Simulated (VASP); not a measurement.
Output of a VASP run:

### OUTCAR
```
 ion  position               nearest neighbor table
   1  0.000  0.000  0.000-   2 2.71   3 2.71   3 2.71   2 2.71   3 2.71   2 2.71
   2  0.333  0.667  0.268-   1 2.71   1 2.71   1 2.71
   3  0.667  0.333  0.732-   1 2.71   1 2.71   1 2.71
  LATTYP: Found a hexagonal cell.
 ALAT       =     3.8074746901
 C/A-ratio  =     1.5452653045
 Subroutine PRICEL returns:
 Original cell was already a primitive cell.
 Subroutine GETGRP returns: Found 12 space group operations
The static configuration has the point symmetry D_3d.
The dynamic configuration has the point symmetry D_3d.
 Subroutine INISYM returns: Found 12 space group operations
 Subroutine IBZKPT returns following result:
 Found     28 irreducible k-points:

 Following reciprocal coordinates:
            Coordinates               Weight
  0.000000  0.000000  0.000000      1.000000
  0.142857 -0.000000  0.000000      6.000000
  0.285714 -0.000000  0.000000      6.000000
  0.428571 -0.000000  0.000000      6.000000
  0.142857  0.142857  0.000000      6.000000
  0.285714  0.142857  0.000000     12.000000
  0.428571  0.142857  0.000000      6.000000
  0.285714  0.285714  0.000000      6.000000
  0.000000  0.000000  0.250000      2.000000
  0.142857 -0.000000  0.250000      6.000000
 -0.000000  0.142857  0.250000      6.000000
  0.285714 -0.000000  0.250000      6.000000
 -0.000000  0.285714  0.250000      6.000000
  0.428571 -0.000000  0.250000      6.000000
 -0.000000  0.428571  0.250000      6.000000
  0.142857  0.142857  0.250000     12.000000
  0.285714  0.142857  0.250000     12.000000
 -0.142857  0.428571  0.250000     12.000000
  0.428571  0.142857  0.250000     12.000000
  0.285714  0.285714  0.250000     12.000000
  0.000000  0.000000  0.500000      1.000000
  0.142857 -0.000000  0.500000      6.000000
  0.285714 -0.000000  0.500000      6.000000
  0.428571 -0.000000  0.500000      6.000000
  0.142857  0.142857  0.500000      6.000000
  0.285714  0.142857  0.500000     12.000000
  0.428571  0.142857  0.500000      6.000000
  0.285714  0.285714  0.500000      6.000000
   k-points           NKPTS =     28   k-points in BZ     NKDIM =     28   number of bands    NBANDS=     17
   number of dos      NEDOS =    301   number of ions     NIONS =      3
   total plane-waves  NPLWV =  37632
   dimension x,y,z NGX =    28 NGY =   28 NGZ =   48
   dimension x,y,z NGXF=    56 NGYF=   56 NGZF=   96
   ions per type =               1   2
   PREC   = accura    normal or accurate (medium, high low for compatibility)
   ISTART =      0    job   : 0-new  1-cont  2-samecut
   ICHARG =      2    charge: 1-file 2-atom 10-const
   ISPIN  =      1    spin polarized calculation?
   LNONCOLLINEAR =      F non collinear calculations
   LSORBIT =      F    spin-orbit coupling
   INIWAV =      1    electr: 0-lowe 1-rand  2-diag
   ENCUT  =  500.0 eV  36.75 Ry    6.06 a.u.   6.94  6.94 10.73*2*pi/ulx,y,z
   NELM   =    100;   NELMIN=  2; NELMDL= -5     # of ELM steps
   EDIFF  = 0.1E-05   stopping-criterion for ELM
   LREAL  =      F    real-space projection
   NLSPLINE    = F    spline interpolate recip. space projectors
   LMAXMIX     =    4 max onsite mixed and CHGCAR
   VOSKOWN=      0    Vosko Wilk Nusair interpolation
   EDIFFG = -.2E-01   stopping-criterion for IOM
   NSW    =     40    number of steps for IOM
   NBLOCK =      1;   KBLOCK =     40    inner block; outer block
   IBRION =      2    ionic relax: 0-MD 1-quasi-New 2-CG
   NFREE  =      1    steps in history (QN), initial steepest desc. (CG)
   ISIF   =      3    stress and relaxation
   ISYM   =      2    0-nonsym 1-usesym 2-fastsym
   TEIN   =    0.0    initial temperature
   TEBEG  =    0.0;   TEEND  =   0.0 temperature during run
   SMASS  =  -3.00    Nose mass-parameter (am)
   PSTRESS=   50.0 pullay stress
   NELECT =      26.0000    total number of electrons
   EFERMI =   0.00;   METHOD = LEGACY
   ISMEAR =     0;   SIGMA  =   0.05  broadening in eV -4-tet -1-fermi 0-gaus
...
```

### OSZICAR
```
...
DAV:   4    -0.136786776984E+02    0.87715E-04   -0.64400E-04  1030   0.248E-01    0.326E-02
DAV:   5    -0.136786555794E+02    0.22119E-04   -0.42456E-05  1510   0.844E-02    0.127E-02
DAV:   6    -0.136786540345E+02    0.15448E-05   -0.45674E-06   946   0.218E-02    0.585E-03
DAV:   7    -0.136786538436E+02    0.19093E-06   -0.66022E-07   557   0.979E-03
  12 F= -.11621383E+02 E0= -.11621383E+02  d E =-.265657E-03
       N       E                     dE             d eps       ncg     rms          rms(c)
DAV:   1    -0.136884021919E+02   -0.97482E-02   -0.66962E-02  1232   0.376E+00    0.275E-01
DAV:   2    -0.136866055735E+02    0.17966E-02   -0.43358E-03  1235   0.103E+00    0.129E-01
DAV:   3    -0.136860804828E+02    0.52509E-03   -0.16832E-03  1241   0.643E-01    0.305E-02
DAV:   4    -0.136860664867E+02    0.13996E-04   -0.11552E-04  1022   0.107E-01    0.133E-02
DAV:   5    -0.136860627711E+02    0.37156E-05   -0.72613E-06  1457   0.355E-02    0.514E-03
DAV:   6    -0.136860624952E+02    0.27589E-06   -0.65898E-07   541   0.898E-03
  13 F= -.11621653E+02 E0= -.11621653E+02  d E =-.536032E-03
       N       E                     dE             d eps       ncg     rms          rms(c)
DAV:   1    -0.136922680000E+02   -0.62052E-02   -0.72508E-02  1166   0.284E+00    0.248E-01
DAV:   2    -0.136908375625E+02    0.14304E-02   -0.43164E-03  1181   0.925E-01    0.142E-01
DAV:   3    -0.136902842871E+02    0.55328E-03   -0.11019E-03  1236   0.532E-01    0.362E-02
DAV:   4    -0.136902579595E+02    0.26328E-04   -0.12260E-04  1365   0.123E-01    0.156E-02
DAV:   5    -0.136902553531E+02    0.26064E-05   -0.11791E-05  1398   0.363E-02    0.421E-03
DAV:   6    -0.136902552466E+02    0.10645E-06   -0.98518E-07   569   0.115E-02
  14 F= -.11621693E+02 E0= -.11621693E+02  d E =-.396431E-04
       N       E                     dE             d eps       ncg     rms          rms(c)
DAV:   1    -0.136888681513E+02    0.13872E-02   -0.15039E-02  1167   0.128E+00    0.114E-01
DAV:   2    -0.136885731589E+02    0.29499E-03   -0.88513E-04  1164   0.430E-01    0.648E-02
DAV:   3    -0.136884584590E+02    0.11470E-03   -0.23349E-04  1316   0.251E-01    0.164E-02
DAV:   4    -0.136884530454E+02    0.54135E-05   -0.24690E-05  1349   0.554E-02    0.705E-03
DAV:   5    -0.136884524266E+02    0.61883E-06   -0.17648E-06   672   0.171E-02
  15 F= -.11621785E+02 E0= -.11621785E+02  d E =-.131761E-03
       N       E                     dE             d eps       ncg     rms          rms(c)
DAV:   1    -0.136885898649E+02   -0.13682E-03   -0.76988E-05  1150   0.885E-02    0.814E-03
DAV:   2    -0.136885883524E+02    0.15125E-05   -0.45782E-06  1109   0.313E-02    0.462E-03
DAV:   3    -0.136885877486E+02    0.60385E-06   -0.94495E-07   529   0.176E-02
  16 F= -.11621785E+02 E0= -.11621785E+02  d E =-.131937E-03
       N       E                     dE             d eps       ncg     rms          rms(c)
DAV:   1    -0.136878561567E+02    0.73220E-03   -0.21457E-02   974   0.117E+00    0.121E-01
DAV:   2    -0.136876181690E+02    0.23799E-03   -0.11917E-03  1125   0.400E-01    0.669E-02
DAV:   3    -0.136874991086E+02    0.11906E-03   -0.22976E-04  1400   0.210E-01    0.234E-02
DAV:   4    -0.136874900879E+02    0.90208E-05   -0.37466E-05  1363   0.664E-02    0.739E-03
DAV:   5    -0.136874892750E+02    0.81288E-06   -0.27564E-06   988   0.237E-02
  17 F= -.11621841E+02 E0= -.11621841E+02  d E =-.562455E-04
```

### OUTCAR
```
------------------------ aborting loop because EDIFF is reached ----------------------------------------
  FORCE on cell =-STRESS in cart. coord.  units (eV):
  Direction    XX          YY          ZZ          XY          YZ          ZX
  --------------------------------------------------------------------------------------
  Total        2.0919104      2.0919111      2.0886739      0.0000000      0.0000000      0.0000000
  in kB       50.6356949     50.6357120     50.5573541      0.0000000      0.0000000      0.0000000
  external PRESSURE =       0.6095870 kB  Pullay stress =      50.0000000 kB
  volume of cell :       66.19
      direct lattice vectors                 reciprocal lattice vectors
     1.884135994 -3.263419823 -0.000000000     0.265373626 -0.153213508  0.000000000
     1.884135994  3.263419823 -0.000000000     0.265373626  0.153213508  0.000000000
    -0.000000000  0.000000000  5.382471043     0.000000000  0.000000000  0.185788273
 POSITION                                       TOTAL-FORCE (eV/Angst)
 -----------------------------------------------------------------------------------
      0.00000     -0.00000     -0.00000        -0.000000     -0.000000      0.000000
      1.88414      1.08781      1.57943         0.000000     -0.000000     -0.017360
      1.88414     -1.08781      3.80304        -0.000000      0.000000      0.017360
 -----------------------------------------------------------------------------------
    total drift:                               -0.000000      0.000000      0.000000
  FREE ENERGIE OF THE ION-ELECTRON SYSTEM (eV)
  ---------------------------------------------------
  free  energy   TOTEN  =       -13.6874892750 eV

  energy  without entropy=      -13.6874891340  energy(sigma->0) =      -13.68748920
  enthalpy is  TOTEN    =       -11.6218412923 eV   P V=        2.0656479828

 reached required accuracy - stopping structural energy minimisation
```
(Selected blocks of OUTCAR.)

**POSCAR**
```
SnSe2
1
    1.9037372537    -3.2973698586     0.0000000000
    1.9037372537     3.2973698586     0.0000000000
    0.0000000000     0.0000000000     5.8835585362
Sn Se
1 2
Direct
  0.0000000000   0.0000000000   0.0000000000
  0.3333330000   0.6666670000   0.2681258303
  0.6666670000   0.3333330000   0.7318741697
```

Problem. Reconstruct the remaining input files.

Solution. One answer among several that fit: the input of the run itself, LDA (Ceperley-Alder, Perdew-Zunger), plane waves, VASP's LDA PAW potentials (set 64).

**KPOINTS**
```
Regular mesh
0
gamma
  7 7 4
0 0 0
```

**INCAR**
```
! general
SYSTEM   =  SnSe2
PREC     =  Accurate
ENCUT    =  500   ! plane-wave cut-off (eV)
LREAL    =  .False.   ! projection in real space or not
LASPH    =  .True.

! electronic loop
EDIFF    =  1E-6   ! SCF stop (eV)
NELM     =  100   ! most electronic steps
ALGO     =  Normal
LMAXMIX  =  4   ! l cut-off of mixed one-centre charges

! smearing
ISMEAR   =  0   ! Gaussian
SIGMA    =  0.05   ! width (eV)

! ions
IBRION   =  2   ! conjugate gradients
NSW      =  40
ISIF     =  3
EDIFFG   =  -0.02
PSTRESS  =  50

! output
LWAVE    =  .False.
LCHARG   =  .False.
```

POTCAR, in this order: Sn_d Se (LDA.64 set). Program: vasp_std.

Energy and stress use the plane-wave basis of the starting cell.

The compound is SnSe2 in the 1T layered structure. This run relaxes it under an external pressure of 5 GPa. Symmetry was kept, so distortions that lower it aren't found.
